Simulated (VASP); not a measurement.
# CsSi2 (P-6m2) in VASP: a series of runs

The runs below take CsSi2 through relaxation of cell and atoms, relaxation of the atoms, molecular dynamics, electrostatic potential, with PBE, LDA, AM05+D4, PBE+D3(BJ).

Everything below comes from runs of VASP 6.6.1. Logs are shortened: lines on timing, memory, paths and dates and some standing lists are left out, and cuts for length are marked.

### 1 Starting point

Symmetry: P-6m2, No. 187, hexagonal system. Conventional cell: a = 6.372 Å, b = 6.372 Å, c = 4.479 Å, α = 90.00°, β = 90.00°, γ = 120.00°. Cs (site symmetry -6m2) has 6 Si at 3.85 Å as nearest neighbours. Si (site symmetry 3m) is surrounded by 2 Si at 2.24 Å.

The cell was built by a generator and needn't be a form met in nature.

### 2 Relaxation of cell and atoms, PBE

File INCAR:

```
SYSTEM = CsSi2
ALGO     = Normal         ! electronic algorithm
EDIFF    = 1E-6           ! SCF threshold, eV
EDIFFG   = -0.01          ! ionic threshold
ENCUT    = 600            ! plane-wave cutoff, eV
GGA      = PE             ! functional
IBRION   = 2              ! ionic algorithm
ISIF     = 3              ! what is computed and relaxed
ISMEAR   = 0              ! smearing method
LASPH    = .True.         ! aspherical terms in the spheres
LCHARG   = .False.        ! write CHGCAR
LREAL    = .False.        ! projectors in reciprocal space
LWAVE    = .False.        ! write WAVECAR
NELM     = 60             ! most SCF steps
NSW      = 40             ! ionic steps
PREC     = Accurate       ! precision mode
SIGMA    = 0.05           ! smearing width, eV
```

File KPOINTS:

```
k-points
0
Gamma
  5 5 6
  0 0 0
```

File POSCAR:

```
CsSi2
1.0
    6.3715700000      0.0000000000      0.0000000000
   -3.1857800000      5.5179400000      0.0000000000
    0.0000000000      0.0000000000      4.4786600000
Cs Si
1 2
Direct
    0.0000000000      0.0000000000      0.0000000000
    0.6666700000      0.3333300000      0.2503900000
    0.6666700000      0.3333300000      0.7496100000
```

Potentials or basis: VASP PAW PBE potentials, release 64 (Cs_sv, Si).

Started as:

```sh
$ cat potpaw_PBE.64/Cs_sv/POTCAR potpaw_PBE.64/Si/POTCAR > POTCAR
$ mpirun -np 1 vasp_std > vasp.out
```

OUTCAR:

```text
SYSTEM = CsSi2
   EDIFF = 1E-6
   EDIFFG = -0.01
   ENCUT = 600
   GGA = PE
   IBRION = 2
   ISIF = 3
   ISMEAR = 0
   LASPH = .True.
   LREAL = .False.
   NELM = 60
   NSW = 40
   PREC = Accurate

 ion  position               nearest neighbor table
   1  0.000  0.000  0.000-
   2  0.667  0.333  0.250-   3 2.24   3 2.24
   3  0.667  0.333  0.750-   2 2.24   2 2.24

  LATTYP: Found a hexagonal cell.
 ALAT       =     6.3715700000
 C/A-ratio  =     0.7029130968

  Lattice vectors:

 A1 = (   6.3715700000,   0.0000000000,   0.0000000000)
 A2 = (  -3.1857800000,   5.5179400000,   0.0000000000)
 A3 = (   0.0000000000,   0.0000000000,   4.4786600000)

Analysis of symmetry for initial positions (statically):
=====================================================================
 Subroutine PRICEL returns:
 Original cell was already a primitive cell.

 Routine SETGRP: Setting up the symmetry group for a
 hexagonal supercell.

 Subroutine GETGRP returns: Found  4 space group operations
 (whereof  4 operations were pure point group operations)
 out of a pool of 24 trial point group operations.

The static configuration has the point symmetry C_2v.

Analysis of symmetry for dynamics (positions and initial velocities):
=====================================================================
 Subroutine PRICEL returns:
 Original cell was already a primitive cell.

 Routine SETGRP: Setting up the symmetry group for a
 hexagonal supercell.

 Subroutine GETGRP returns: Found  4 space group operations
 (whereof  4 operations were pure point group operations)
 out of a pool of 24 trial point group operations.

The dynamic configuration has the point symmetry C_2v.

 Subroutine INISYM returns: Found  4 space group operations
 (whereof  4 operations are pure point group operations),
 and found     1 'primitive' translations

----------------------------------------------------------------------------------------

                                     Primitive cell

  volume of cell :     157.4605

  direct lattice vectors                    reciprocal lattice vectors
     6.371570000  0.000000000  0.000000000     0.156947189  0.090613384  0.000000000
    -3.185780000  5.517940000  0.000000000     0.000000000  0.181227052  0.000000000
     0.000000000  0.000000000  4.478660000     0.000000000  0.000000000  0.223281071

  length of vectors
     6.371570000  6.371566217  4.478660000     0.181226945  0.181227052  0.223281071

  position of ions in fractional coordinates (direct lattice)
     0.000000000  0.000000000  0.000000000
     0.666670000  0.333330000  0.250390000
     0.666670000  0.333330000  0.749610000

  ion indices of the primitive-cell ions
   primitive index   ion index
                 1           1
                 2           2
                 3           3

----------------------------------------------------------------------------------------

 KPOINTS: k-points

Automatic generation of k-mesh.
 Grid dimensions read from file:
 generate k-points for:    5    5    6

 Generating k-lattice:

  Cartesian coordinates                     Fractional coordinates (reciprocal lattice)
     0.031389438  0.018122677  0.000000000     0.200000000  0.000000000  0.000000000
     0.000000000  0.036245410  0.000000000     0.000000000  0.200000000  0.000000000
     0.000000000  0.000000000  0.037213512     0.000000000  0.000000000  0.166666667

  Length of vectors
     0.036245389  0.036245410  0.037213512

  Shift w.r.t. Gamma in fractional coordinates (k-lattice)
     0.000000000  0.000000000  0.000000000

 Subroutine IBZKPT returns following result:
 ===========================================

 Found     36 irreducible k-points:

 Following reciprocal coordinates:
            Coordinates               Weight
  0.000000  0.000000  0.000000      1.000000
  0.200000  0.000000  0.000000      4.000000
 -0.200000  0.200000  0.000000      2.000000
  0.400000  0.000000  0.000000      4.000000
 -0.400000  0.400000  0.000000      2.000000
  0.200000  0.200000  0.000000      2.000000
[... 16 lines left out ...]
 -0.400000  0.400000  0.333333      4.000000
  0.200000  0.200000  0.333333      4.000000
 [... further k-points ...]
   k-points           NKPTS =     36   k-points in BZ     NKDIM =     36   number of bands    NBANDS=     12
   number of dos      NEDOS =    301   number of ions     NIONS =      3
   total plane-waves  NPLWV = 104976
   dimension x,y,z NGX =    54 NGY =   54 NGZ =   36
   dimension x,y,z NGXF=   108 NGYF=  108 NGZF=   72
   ions per type =               1   2
   NGX,Y,Z   is equivalent  to a cutoff of  14.09, 14.09, 13.36 a.u.
   NGXF,Y,Z  is equivalent  to a cutoff of  28.18, 28.18, 26.73 a.u.
 SYSTEM =  CsSi2
   PREC   = accura    normal or accurate (medium, high low for compatibility)
   ISTART =      0    job   : 0-new  1-cont  2-samecut
   ICHARG =      2    charge: 1-file 2-atom 10-const
   ISPIN  =      1    spin polarized calculation?
   LNONCOLLINEAR =      F non collinear calculations
   LSORBIT =      F    spin-orbit coupling
   LASPH  =      T    aspherical Exc in radial PAW
   ENCUT  =  600.0 eV  44.10 Ry    6.64 a.u.  12.73 12.73  8.94*2*pi/ulx,y,z
   NELM   =     60;   NELMIN=  2; NELMDL= -5     # of ELM steps
   EDIFF  = 0.1E-05   stopping-criterion for ELM
   LREAL  =      F    real-space projection
   EDIFFG = -.1E-01   stopping-criterion for IOM
   NSW    =     40    number of steps for IOM
   IBRION =      2    ionic relax: 0-MD 1-quasi-New 2-CG
   NFREE  =      1    steps in history (QN), initial steepest desc. (CG)
   ISIF   =      3    stress and relaxation
   ISYM   =      2    0-nonsym 1-usesym 2-fastsym
   POTIM  = 0.5000    time-step for ionic-motion
   TEBEG  =    0.0;   TEEND  =   0.0 temperature during run
   PSTRESS=    0.0 pullay stress
   NELECT =      17.0000    total number of electrons
   NUPDOWN=      -1.0000    fix difference up-down
   EMIN   =  10.00;   EMAX   =-10.00  energy-range for DOS
   EFERMI =   0.00;   METHOD = LEGACY
   ISMEAR =     0;   SIGMA  =   0.05  broadening in eV -4-tet -1-fermi 0-gaus
   EFERMI_NEDOS =   21; number of points for ismear=-14 and -15
   IALGO  =     38    algorithm
   IMIX   =      4    mixing-type and parameters
     AMIX     =   0.40;   BMIX     =  1.00
     AMIX_MAG =   1.60;   BMIX_MAG =  1.00
  volume/ion in A,a.u.               =      52.49       354.20
  Fermi-wavevector in a.u.,A,eV,Ry     =   0.779532  1.473102  8.267855  0.607670
  Thomas-Fermi vector in A             =   1.882656
   LORBIT       =      0    0 simple, 1 ext, 2 COOP (PROOUT), +10 PAW based schemes
   GGA     = PE    functional components
   LHFCALC =     F    Hartree Fock is set to
   AEXX    =    0.0000 exact exchange contribution
   IVDW    =     0    specifies the selected vdW correction
   LEPSILON=     F    determine dielectric tensor
   LRPA    =     F    only Hartree local field effects (RPA)
 conjugate gradient relaxation of ions
 non-spin polarized calculation
 Gauss-broadening in eV      SIGMA  =   0.05
  energy-cutoff  :      600.00
  volume of cell :      157.46
 maximum number of plane-waves:      5276
 NGX is ok and might be reduce to    54
   NGX = 25   NGY = 25   NGZ = 17

--------------------------------------- Ionic step        1  -------------------------------------------

 number of electron      16.9999999 magnetization

 Free energy of the ion-electron system (eV)
  ---------------------------------------------------
  ext. energy  EPLUGINS =         0.00000000
  ---------------------------------------------------
  free energy    TOTEN  =        -9.82644111 eV

  energy without entropy =       -9.81883679  energy(sigma->0) =       -9.82263895

------------------------ aborting loop because EDIFF is reached ----------------------------------------

  FORCE on cell =-STRESS in cart. coord.  units (eV):
  Direction    XX          YY          ZZ          XY          YZ          ZX
  --------------------------------------------------------------------------------------
  -------------------------------------------------------------------------------------
  Total        0.0180916      0.0180143     -2.4930758     -0.0000669      0.0000000      0.0000000
  in kB        0.1840841      0.1832975    -25.3673167     -0.0006809      0.0000000      0.0000000
  external PRESSURE =      -8.3333117 kB  Pullay stress =       0.0000000 kB
[... 92 lines left out ...]
  FREE ENERGIE OF THE ION-ELECTRON SYSTEM (eV)
  ---------------------------------------------------
  free  energy   TOTEN  =        -9.8732669086 eV

  energy  without entropy=       -9.8732669082  energy(sigma->0) =       -9.87326691

[... ionic steps 4 to 7 ...]

--------------------------------------- Ionic step        8  -------------------------------------------

 number of electron      16.9999999 magnetization

------------------------ aborting loop because EDIFF is reached ----------------------------------------

  FORCE on cell =-STRESS in cart. coord.  units (eV):
  Direction    XX          YY          ZZ          XY          YZ          ZX
  --------------------------------------------------------------------------------------
  -------------------------------------------------------------------------------------
  Total        0.0383738      0.0383250     -0.1852594     -0.0000422      0.0000000      0.0000000
  in kB        0.3998939      0.3993853     -1.9305904     -0.0004399      0.0000000      0.0000000
  external PRESSURE =      -0.3771037 kB  Pullay stress =       0.0000000 kB
[... 59 lines left out ...]
  energy  without entropy=       -9.8752220761  energy(sigma->0) =       -9.87522208

--------------------------------------- Ionic step       10  -------------------------------------------

 number of electron      16.9999999 magnetization

 Free energy of the ion-electron system (eV)
  ---------------------------------------------------
  ext. energy  EPLUGINS =         0.00000000
  ---------------------------------------------------
  free energy    TOTEN  =        -9.87525534 eV

  energy without entropy =       -9.87525534  energy(sigma->0) =       -9.87525534

 E-fermi :   0.7539     XC(G=0):  -6.2885

 val. band max:        0.5469905365   @ k =   0.4000   0.4000   0.5000
 cond. band min:       0.9679686750   @ k =   0.4000   0.4000   0.1667
 fundamental gap:      0.4209781386
 Fermi energy:         0.7539385697

 k-point     1 :       0.0000    0.0000    0.0000
  band No.  band energies     occupation
      1     -21.6899      2.00000
      2      -9.1151      2.00000
      3      -8.4975      2.00000
      4      -8.4975      2.00000
      5      -8.3659      2.00000
      6      -3.0326      2.00000
      7      -1.3432      2.00000
      8      -1.3432      2.00000
      9      -0.4626      2.00000
     10       2.0719      0.00000
     11       4.0348      0.00000
     12       4.8368      0.00000
[... 331 lines left out ...]
 k-point    24 :       0.2000    0.2000    0.3333
  band No.  band energies     occupation
      1     -21.6614      2.00000
      2      -8.8092      2.00000
      3      -8.7123      2.00000
      4      -8.4566      2.00000
      5      -7.9547      2.00000
      6      -5.8513      2.00000
      7      -0.7097      2.00000
      8      -0.5421      2.00000
      9       1.5902      0.00000
     10       1.6779      0.00000
     11       3.2429      0.00000
     12       3.9992      0.00000

 [... further k-points ...]

------------------------ aborting loop because EDIFF is reached ----------------------------------------

  FORCE on cell =-STRESS in cart. coord.  units (eV):
  Direction    XX          YY          ZZ          XY          YZ          ZX
  --------------------------------------------------------------------------------------
  -------------------------------------------------------------------------------------
  Total        0.0292179      0.0291703     -0.0048865     -0.0000412      0.0000000      0.0000000
  in kB        0.3047001      0.3042037     -0.0509587     -0.0004295      0.0000000      0.0000000
  external PRESSURE =       0.1859817 kB  Pullay stress =       0.0000000 kB
[... 18 lines left out ...]
  FREE ENERGIE OF THE ION-ELECTRON SYSTEM (eV)
  ---------------------------------------------------
  free  energy   TOTEN  =        -9.8752553435 eV

  energy  without entropy=       -9.8752553434  energy(sigma->0) =       -9.87525534

 reached required accuracy - stopping structural energy minimisation
```

It took 4.6 min on 1 thread of Intel Xeon Platinum 8488C (Sapphire Rapids), shared host; peak memory 0.39 GiB.

What came out:

| Quantity | Value |
| --- | --- |
| Free energy | -9.8753 eV |
| Relaxed volume | 51.21 Å³/atom |
| Relaxed cell | a = 6.380 Å, b = 6.380 Å, c = 4.359 Å, α = 90.00°, β = 90.00°, γ = 120.00° |
| Space group after relaxing (to 0.05 Å) | P-6m2 (No. 187) |
| Energy gained by relaxing | 16.3 meV/atom |
| Ionic steps | 10 |
| Pressure after relaxing | 0.0 GPa |
| Band gap on the k mesh | none (metal or under the smearing width) |

Forces in eV/Å, atoms in the order of the input:
```
Cs   0.000  0.000  0.000
Si   0.000  0.000  0.003
Si   0.000  0.000 -0.003
```

Step by step:
| step | energy change (eV) | largest force (eV/Å) | pressure (GPa) | volume (Å³) |
| --- | --- | --- | --- | --- |
| 1 | 0.0000 | 0.1512 | -0.83 | 157.46 |
| 2 | -0.0300 | 0.4473 | 0.80 | 151.24 |
| 3 | -0.0468 | 0.2897 | 0.08 | 153.17 |
| 4 | -0.0469 | 0.2632 | -0.05 | 153.55 |
| 5 | -0.0470 | 0.2733 | 0.00 | 153.41 |
| 6 | -0.0464 | 0.2585 | 0.22 | 152.99 |
| 7 | -0.0486 | 0.0311 | 0.09 | 153.21 |
| 8 | -0.0487 | 0.0316 | -0.04 | 153.74 |
| 9 | -0.0488 | 0.0012 | 0.02 | 153.49 |
| 10 | -0.0488 | 0.0029 | 0.02 | 153.63 |

Final structure:
```yaml
crystal:
  lattice:
    - [6.37977, -0.00001, 0.00000]
    - [-3.18989, 5.52503, 0.00000]
    - [0.00000, 0.00000, 4.35861]
  atoms:
    - { symbol: Cs, position: [0.00000, 0.00000, 0.00000] }
    - { symbol: Si, position: [0.66667, 0.33333, 0.25000] }
    - { symbol: Si, position: [0.66667, 0.33333, 0.75000] }
```

The run has no spin-orbit coupling, so splittings on Cs are missing.

### 3 Relaxation of the atoms, LDA

File INCAR:

```
SYSTEM = CsSi2
PREC = Accurate
ENCUT = 520
EDIFF = 1E-6
ISMEAR = 0
SIGMA = 0.05
LREAL = .FALSE.
LASPH = .TRUE.
NELM = 100
ALGO = Normal
ISIF = 2
LWAVE = .FALSE.
LCHARG = .FALSE.
GGA = CA
IBRION = 2
NSW = 60
EDIFFG = -0.01
```

File KPOINTS:

```
regular mesh
0
G
  5 5 6
  0 0 0
```

POSCAR is that of step 2.

Potentials or basis: VASP PAW LDA potentials, release 64 (Cs_sv, Si).

Started as:

```sh
$ cat potpaw_LDA.64/Cs_sv/POTCAR potpaw_LDA.64/Si/POTCAR > POTCAR
$ mpirun -np 1 vasp_std > vasp.out
```

Run time: 55 s. Hardware: 1 thread of Intel Xeon Platinum 8488C (Sapphire Rapids), shared host; peak memory 0.26 GiB.

Results (log left out):

| Property | Result |
| --- | --- |
| Free energy | -10.8001 eV |
| Energy gained by relaxing | 0.7 meV/atom |
| Ionic steps | 2 |
| Pressure after relaxing | -1.6 GPa |
| Band gap on the k mesh | none (metal or under the smearing width) |

Stress tensor (GPa, compression positive):
```
-1.01  0.00  0.00
 0.00 -1.01  0.00
 0.00  0.00 -2.64
```

Step by step:
```
step  energy change (eV)  largest force (eV/Å)  pressure (GPa)
   1              0.0000                0.2075           -1.74
   2             -0.0021                0.0006           -1.55
```

Final structure:
```cif
data_structure
_symmetry_space_group_name_H-M 'P 1'
_symmetry_Int_Tables_number 1
_cell_length_a 6.3716
_cell_length_b 6.3716
_cell_length_c 4.4787
_cell_angle_alpha 90.000
_cell_angle_beta 90.000
_cell_angle_gamma 120.000
_cell_volume 157.46
loop_
_atom_site_label
_atom_site_type_symbol
_atom_site_fract_x
_atom_site_fract_y
_atom_site_fract_z
_atom_site_occupancy
Cs1 Cs 0.00000 0.00000 0.00000 1
Si1 Si 0.66667 0.33333 0.25263 1
Si2 Si 0.66667 0.33333 0.74737 1
```

Levels at points of the mesh, in eV from the Fermi level:
```tsv
k point	band 6	band 7	band 8	band 9	band 10	band 11
(0.00, 0.00, 0.00)	-3.49	-1.76	-1.76	-1.48	1.28	3.34
(0.00, 0.00, 0.50)	-7.62	-0.18	-0.18	-0.15	-0.15	3.12
```

(Part 1 of 2 ends here.)
